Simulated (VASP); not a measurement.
# CsC (F-43m) in VASP: settings compared

One crystal, CsC, is run at these levels: PBE, RPBE, BLYP; tasks: relaxation of cell and atoms, relaxation of the atoms, electron localisation function.

All numbers are computed with VASP 6.6.1; they aren't measurements. Logs are shortened: lines on timing, memory, paths and dates and some standing lists are left out, and cuts for length are marked.

## Step 1: The structure

It takes space group F-43m (No. 216, cubic). The conventional cell has a = 6.220 Å, b = 6.220 Å, c = 6.220 Å, α = 90.00°, β = 90.00°, γ = 90.00°. Cs (site symmetry -43m) is surrounded by 4 C at 2.69 Å. C (site symmetry -43m) is surrounded by 4 Cs at 2.69 Å.

The cell was built by a generator and needn't be a form met in nature.

## Step 2: Relaxation of cell and atoms, PBE

File INCAR:

```
ALGO = Normal ; EDIFF = 1E-7
EDIFFG = -0.005 ; ENCUT = 600
GGA = PE ; IBRION = 2
ISIF = 3 ; ISMEAR = 0
LASPH = T ; LCHARG = F
LREAL = F ; LWAVE = F
NELM = 80 ; NSW = 60
PREC = Accurate ; SIGMA = 0.05
```

File KPOINTS:

```
k-points
0
Gamma
  7 7 7
```

File POSCAR:

```
CsC
1.0
    0.0000000000      3.1100544000      3.1100544000
    3.1100544000      0.0000000000      3.1100544000
    3.1100544000      3.1100544000      0.0000000000
Cs C
1 1
Direct
    0.0000000000      0.0000000000      0.0000000000
    0.2500000000      0.2500000000      0.2500000000
```

Potentials or basis: VASP PAW PBE potentials, release 64 (Cs_sv, C).

Run with:

```console
$ cat potpaw_PBE.64/Cs_sv/POTCAR potpaw_PBE.64/C/POTCAR > POTCAR
$ mpirun -np 1 vasp_std > vasp.out
```

OUTCAR:

```text
EDIFF = 1E-7
   EDIFFG = -0.005
   ENCUT = 600
   GGA = PE
   IBRION = 2
   ISIF = 3
   ISMEAR = 0
   LASPH = T
   LREAL = F
   NELM = 80
   NSW = 60
   PREC = Accurate

 ion  position               nearest neighbor table
   1  0.000  0.000  0.000-
   2  0.250  0.250  0.250-

  LATTYP: Found a face centered cubic cell.
 ALAT       =     6.2201088000

  Lattice vectors:

 A1 = (   0.0000000000,   3.1100544000,   3.1100544000)
 A2 = (   3.1100544000,   0.0000000000,   3.1100544000)
 A3 = (   3.1100544000,   3.1100544000,   0.0000000000)

Analysis of symmetry for initial positions (statically):
=====================================================================
 Subroutine PRICEL returns:
 Original cell was already a primitive cell.

 Routine SETGRP: Setting up the symmetry group for a
 face centered cubic supercell.

 Subroutine GETGRP returns: Found 24 space group operations
 (whereof 24 operations were pure point group operations)
 out of a pool of 48 trial point group operations.

The static configuration has the point symmetry T_d .

Analysis of symmetry for dynamics (positions and initial velocities):
=====================================================================
 Subroutine PRICEL returns:
 Original cell was already a primitive cell.

 Routine SETGRP: Setting up the symmetry group for a
 face centered cubic supercell.

 Subroutine GETGRP returns: Found 24 space group operations
 (whereof 24 operations were pure point group operations)
 out of a pool of 48 trial point group operations.

The dynamic configuration has the point symmetry T_d .

 Subroutine INISYM returns: Found 24 space group operations
 (whereof 24 operations are pure point group operations),
 and found     1 'primitive' translations

----------------------------------------------------------------------------------------

                                     Primitive cell

  volume of cell :      60.1636

  direct lattice vectors                    reciprocal lattice vectors
     0.000000000  3.110054400  3.110054400    -0.160768892  0.160768892  0.160768892
     3.110054400  0.000000000  3.110054400     0.160768892 -0.160768892  0.160768892
     3.110054400  3.110054400  0.000000000     0.160768892  0.160768892 -0.160768892

  length of vectors
     4.398281112  4.398281112  4.398281112     0.278459889  0.278459889  0.278459889

[... 67 lines left out ...]
   ISTART =      0    job   : 0-new  1-cont  2-samecut
   ICHARG =      2    charge: 1-file 2-atom 10-const
   ISPIN  =      1    spin polarized calculation?
   LNONCOLLINEAR =      F non collinear calculations
   LSORBIT =      F    spin-orbit coupling
   LASPH  =      T    aspherical Exc in radial PAW
   ENCUT  =  600.0 eV  44.10 Ry    6.64 a.u.   8.78  8.78  8.78*2*pi/ulx,y,z
   NELM   =     80;   NELMIN=  2; NELMDL= -5     # of ELM steps
   EDIFF  = 0.1E-06   stopping-criterion for ELM
   LREAL  =      F    real-space projection
   EDIFFG = -.5E-02   stopping-criterion for IOM
   NSW    =     60    number of steps for IOM
   IBRION =      2    ionic relax: 0-MD 1-quasi-New 2-CG
   NFREE  =      1    steps in history (QN), initial steepest desc. (CG)
   ISIF   =      3    stress and relaxation
   ISYM   =      2    0-nonsym 1-usesym 2-fastsym
   POTIM  = 0.5000    time-step for ionic-motion
   TEBEG  =    0.0;   TEEND  =   0.0 temperature during run
   PSTRESS=    0.0 pullay stress
   NELECT =      13.0000    total number of electrons
   NUPDOWN=      -1.0000    fix difference up-down
   EMIN   =  10.00;   EMAX   =-10.00  energy-range for DOS
   EFERMI =   0.00;   METHOD = LEGACY
   ISMEAR =     0;   SIGMA  =   0.05  broadening in eV -4-tet -1-fermi 0-gaus
   EFERMI_NEDOS =   21; number of points for ismear=-14 and -15
   IALGO  =     38    algorithm
   IMIX   =      4    mixing-type and parameters
     AMIX     =   0.40;   BMIX     =  1.00
     AMIX_MAG =   1.60;   BMIX_MAG =  1.00
  volume/ion in A,a.u.               =      30.08       203.00
  Fermi-wavevector in a.u.,A,eV,Ry     =   0.982376  1.856422 13.130487  0.965064
  Thomas-Fermi vector in A             =   2.113454
   LORBIT       =      0    0 simple, 1 ext, 2 COOP (PROOUT), +10 PAW based schemes
   GGA     = PE    functional components
   LHFCALC =     F    Hartree Fock is set to
   AEXX    =    0.0000 exact exchange contribution
   IVDW    =     0    specifies the selected vdW correction
   LEPSILON=     F    determine dielectric tensor
   LRPA    =     F    only Hartree local field effects (RPA)
 conjugate gradient relaxation of ions
 non-spin polarized calculation
 Gauss-broadening in eV      SIGMA  =   0.05
  energy-cutoff  :      600.00
  volume of cell :       60.16
 maximum number of plane-waves:      2017
   NGX = 17   NGY = 17   NGZ = 17

--------------------------------------- Ionic step        1  -------------------------------------------

 number of electron      13.0000000 magnetization

 Free energy of the ion-electron system (eV)
  ---------------------------------------------------
  ext. energy  EPLUGINS =         0.00000000
  ---------------------------------------------------
  free energy    TOTEN  =        -3.79935716 eV

  energy without entropy =       -3.79606008  energy(sigma->0) =       -3.79770862

------------------------ aborting loop because EDIFF is reached ----------------------------------------

  FORCE on cell =-STRESS in cart. coord.  units (eV):
  Direction    XX          YY          ZZ          XY          YZ          ZX
  --------------------------------------------------------------------------------------
  -------------------------------------------------------------------------------------
  Total        1.6239678      1.6239678      1.6239678      0.0000000      0.0000000      0.0000000
  in kB       43.2468061     43.2468061     43.2468061      0.0000000      0.0000000      0.0000000
  external PRESSURE =      43.2468061 kB  Pullay stress =       0.0000000 kB
[... 131 lines left out ...]
--------------------------------------- Ionic step        5  -------------------------------------------

 number of electron      12.9999999 magnetization

 Free energy of the ion-electron system (eV)
  ---------------------------------------------------
  ext. energy  EPLUGINS =         0.00000000
  ---------------------------------------------------
  free energy    TOTEN  =        -4.01783872 eV

  energy without entropy =       -4.00694695  energy(sigma->0) =       -4.01239283

 E-fermi :   0.0773     XC(G=0):  -6.9409

 val. band max:        0.0448273120   @ k =   0.2857   0.1429   0.0000
 cond. band min:       0.0845261813   @ k =  -0.2857   0.1429   0.0000
 fundamental gap:      0.0396988693
 Fermi energy:         0.0773222596

 k-point     1 :       0.0000    0.0000    0.0000
  band No.  band energies     occupation
      1     -21.2447      2.00000
      2      -8.1924      2.00000
      3      -7.9468      2.00000
      4      -7.9468      2.00000
      5      -7.9468      2.00000
      6      -0.2266      2.00000
      7      -0.2266      2.00000
      8      -0.2266      2.00000
      9       2.6850      0.00000
     10       6.2362      0.00000
[... 274 lines left out ...]
  FREE ENERGIE OF THE ION-ELECTRON SYSTEM (eV)
  ---------------------------------------------------
  free  energy   TOTEN  =        -4.0178387214 eV

  energy  without entropy=       -4.0069469471  energy(sigma->0) =       -4.01239283

 reached required accuracy - stopping structural energy minimisation
```

CONTCAR:

```text
CsC
   1.00000000000000
     0.0000000000000000    3.4505785882371196    3.4505785882371196
     3.4505785882371196    0.0000000000000000    3.4505785882371196
     3.4505785882371196    3.4505785882371196    0.0000000000000000
  Cs              C
     1     1
Direct
     0.0000000000000000    0.0000000000000000    0.0000000000000000
     0.2500000000000000    0.2500000000000000    0.2500000000000000

  0.00000000E+00  0.00000000E+00  0.00000000E+00
  0.00000000E+00  0.00000000E+00  0.00000000E+00
```

It took 75 s on 1 thread of Intel Xeon Platinum 8488C (Sapphire Rapids), shared host; peak memory 0.22 GiB.

What came out:

* Free energy: -4.0178 eV
* Relaxed volume: 41.08 Å³/atom
* Relaxed cell: a = 4.880 Å, b = 4.880 Å, c = 4.880 Å, α = 60.00°, β = 60.00°, γ = 60.00°
* Space group after relaxing (to 0.05 Å): F-43m (No. 216)
* Energy gained by relaxing: 109.2 meV/atom
* Ionic steps: 5
* Pressure after relaxing: 0.0 GPa
* Band gap on the k mesh: none (metal or under the smearing width)

Step by step:
| step | energy change (eV) | largest force (eV/Å) | pressure (GPa) | volume (Å³) |
| --- | --- | --- | --- | --- |
| 1 | 0.0000 | 0.0000 | 4.32 | 60.16 |
| 2 | -0.1411 | 0.0000 | 2.05 | 67.51 |
| 3 | -0.2094 | 0.0000 | 0.55 | 76.57 |
| 4 | -0.2179 | 0.0000 | 0.12 | 80.74 |
| 5 | -0.2185 | 0.0000 | 0.00 | 82.17 |

Final structure:
```
Cs C
1.0
     0.00000    3.45058    3.45058
     3.45058    0.00000    3.45058
     3.45058    3.45058    0.00000
Cs C
1 1
Cartesian
  0.0000 0.0000 0.0000
  1.7253 1.7253 1.7253
```

Levels at points of the mesh, in eV from the Fermi level:
| k point | band 2 | band 3 | band 4 | band 5 | band 6 | band 7 | band 8 | band 9 | band 10 |
| --- | --- | --- | --- | --- | --- | --- | --- | --- | --- |
| (0.00, 0.00, 0.00) | -8.27 | -8.02 | -8.02 | -8.02 | -0.30 | -0.30 | -0.30 | 2.61 | 6.16 |

Caveat: the volume moved by over 15 % at a fixed basis, so the end points are rough. The run has no spin-orbit coupling, so splittings on Cs are missing.

## Step 3: Relaxation of the atoms, RPBE

File INCAR:

```
PREC = Accurate
ENCUT = 520
EDIFF = 1E-6
ISMEAR = 0
SIGMA = 0.05
LREAL = False
LASPH = True
NELM = 80
ALGO = Normal
ISIF = 2
LWAVE = False
LCHARG = False
GGA = RP
IBRION = 2
NSW = 60
EDIFFG = -0.01
```

File KPOINTS:

```
regular mesh
0
Gamma
  7 7 7
```

POSCAR is that of step 2.

Potentials or basis: VASP PAW PBE potentials, release 64 (Cs_sv, C).

Run with:

```console
$ cat potpaw_PBE.64/Cs_sv/POTCAR potpaw_PBE.64/C/POTCAR > POTCAR
$ mpirun -np 1 vasp_std > vasp.out
```

Wall time 14 s (1 thread of Intel Xeon Platinum 8488C (Sapphire Rapids), shared host); peak memory 0.2 GiB.

The run converged. Its results:

```yaml
Free_energy: -3.1682 eV
Pressure_after_relaxing: 5.8 GPa
Band_gap_on_the_k_mesh: none (metal or under the smearing width)
```

Final structure:
```
CELL_PARAMETERS angstrom
0.00000 3.11005 3.11005
3.11005 0.00000 3.11005
3.11005 3.11005 0.00000
ATOMIC_POSITIONS crystal
Cs 0.00000 0.00000 0.00000
C 0.25000 0.25000 0.25000
```

Levels at points of the mesh, in eV from the Fermi level:
```
           k point  band 2  band 3  band 4  band 5  band 6  band 7  band 8  band 9  band 10
(0.00, 0.00, 0.00)   -8.39   -7.89   -7.89   -7.89   -0.70   -0.70   -0.70    3.41     6.71
```

Caveat: the relaxation stopped at its first step, so nothing moved; the PAW data sets were made with another functional, which shifts forces and pressure a little.

## Step 4: Electron localisation function, BLYP (volume scaled by 1.25)

File INCAR:

```
PREC = Accurate
ENCUT = 520
EDIFF = 1E-6
ISMEAR = 0
SIGMA = 0.05
LREAL = False
LASPH = True
NELM = 80
ALGO = Normal
ISIF = 2
LWAVE = False
LCHARG = True
GGA = B5
ALDAX = 1.0
AGGAX = 1.0
AGGAC = 1.0
ALDAC = 0.0
LELF = True
```

KPOINTS is that of step 3.

File POSCAR:

```
CsC
1.0
    0.0000000000      3.3502045436      3.3502045436
    3.3502045436      0.0000000000      3.3502045436
    3.3502045436      3.3502045436      0.0000000000
Cs C
1 1
Direct
    0.0000000000      0.0000000000      0.0000000000
    0.2500000000      0.2500000000      0.2500000000
```

Run with:

```console
$ cat potpaw_PBE.64/Cs_sv/POTCAR potpaw_PBE.64/C/POTCAR > POTCAR
$ mpirun -np 1 vasp_std > vasp.out
```

Wall time 31 s (1 thread of Intel Xeon Platinum 8488C (Sapphire Rapids), shared host); peak memory 0.2 GiB.

The run converged. Its results:

```
Free energy            : -3.4852 eV
Pressure               : 2.1 GPa
Band gap on the k mesh : none (metal or under the smearing width)
```

Levels at points of the mesh, in eV from the Fermi level:
```tsv
k point	band 2	band 3	band 4	band 5	band 6	band 7	band 8	band 9	band 10
(0.00, 0.00, 0.00)	-8.26	-7.94	-7.94	-7.94	-0.39	-0.39	-0.39	2.84	6.30
```

Caveat: the PAW data sets were made with another functional, which shifts forces and pressure a little.

## Step 5: Summary

| task | level | cell | cutoff (eV) | gap on the mesh (eV) | pressure (GPa) |
| --- | --- | --- | --- | --- | --- |
| relaxation of cell and atoms | PBE | relaxed | 600 | none | 0.0 |
| relaxation of the atoms | RPBE | atoms relaxed | 520 | none | 5.8 |
| electron localisation function | BLYP | volume scaled by 1.25 | 520 | none | 2.1 |

Alike in all rows: potentials or basis VASP PAW PBE potentials, release 64 (Cs_sv, C); no spin polarisation; k mesh 7 × 7 × 7; smearing gaussian 0.05 eV.

Caveats: the PAW data sets were made with another functional, which shifts forces and pressure a little (some runs); the volume moved by over 15 % at a fixed basis, so the end points are rough (some runs); the relaxation stopped at its first step, so nothing moved (some runs).

Absolute energies hang on the potentials; compare differences alone.
